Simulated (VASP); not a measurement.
Calculation: PBE GGA, VASP's PBE PAW potentials (set 64) (plane waves; VASP 6.6.1).

VASP ran on this input.

**KPOINTS**
```
kpoints
0
Gamma
  6 6 3
0 0 0
```

POSCAR:
```
PtSe2
1
    1.8748868494    -3.2473995287     0.0000000000
    1.8748868494     3.2473995287     0.0000000000
    0.0000000000     0.0000000000     6.4583648933
Pt Se
1 2
Direct
  0.0000000000   0.0000000000   0.0000000000
  0.3333330000   0.6666670000   0.2025808640
  0.6666670000   0.3333330000   0.7974191360
```

**INCAR**
```
LREAL  =  F   ! projection in real space or not
ENCUT  =  520
LMAXMIX  =  6   ! l cut-off of mixed one-centre charges
LWAVE  =  F
PREC  =  Accurate
LCHARG  =  T
ISMEAR  =  0
NELM  =  100   ! most electronic steps
EDIFF  =  1E-6   ! SCF stop (eV)
SYSTEM  =  PtSe2
SIGMA  =  0.05   ! width (eV)
GGA  =  PE
LASPH  =  T   ! aspherical one-centre terms
ALGO  =  Normal   ! blocked Davidson
```

POTCAR, in this order: Pt Se (PBE.64 set). Program: vasp_std.

Problem. What will the output report for the number of irreducible k-points (NKPTS), largest plane-wave count, number of space-group operations, FFT grid (NGX, NGY, NGZ)?

Solution. 
| Item | Result |
|---|---|
| number of irreducible k-points (NKPTS) | 17 |
| largest plane-wave count | 2130 |
| number of space-group operations | 12 |
| FFT grid (NGX, NGY, NGZ) | 28 × 28 × 48 |

The compound is PtSe2 in the 1T layered structure. It was relaxed first, which changed the volume by +28 %.
